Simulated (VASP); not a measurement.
Input:

```yaml
crystal:
  lattice:
    - [4.23657, 0.00000, 0.00000]
    - [0.00000, 4.23657, 0.00000]
    - [0.00000, 0.00000, 4.23657]
  atoms:
    - { symbol: Ba, position: [0.00000, 0.00000, 0.00000] }
    - { symbol: Zr, position: [0.50000, 0.50000, 0.50000] }
    - { symbol: O, position: [0.50000, 0.00000, 0.50000] }
    - { symbol: O, position: [0.00000, 0.50000, 0.50000] }
    - { symbol: O, position: [0.50000, 0.50000, 0.00000] }
```

All values below come from PBE GGA, VASP's PBE PAW potentials (set 64) (plane waves; VASP). Run with 520 eV cut-off, 6×6×6 Γ-centred mesh, tetrahedra with Blöchl corrections, potentials Ba_sv Zr_sv O.

The cores are frozen, which limits the accuracy of field gradients.

**Question.** Give the principal components of the electric field gradient (V/Å²) and the asymmetry η at each nucleus.

**Answer.** 
| atom | Vxx | Vyy | Vzz | η |
|---|---|---|---|---|
| Ba1 | 0.0 | 0.0 | 0.0 | - |
| Zr2 | 0.0 | 0.0 | 0.0 | - |
| O3 | 5.4 | 5.4 | -10.7 | 0.00 |
| O4 | 5.4 | 5.4 | -10.7 | 0.00 |
| O5 | 5.4 | 5.4 | -10.7 | 0.00 |

The compound is BaZrO3 in the cubic perovskite structure. It was relaxed first.
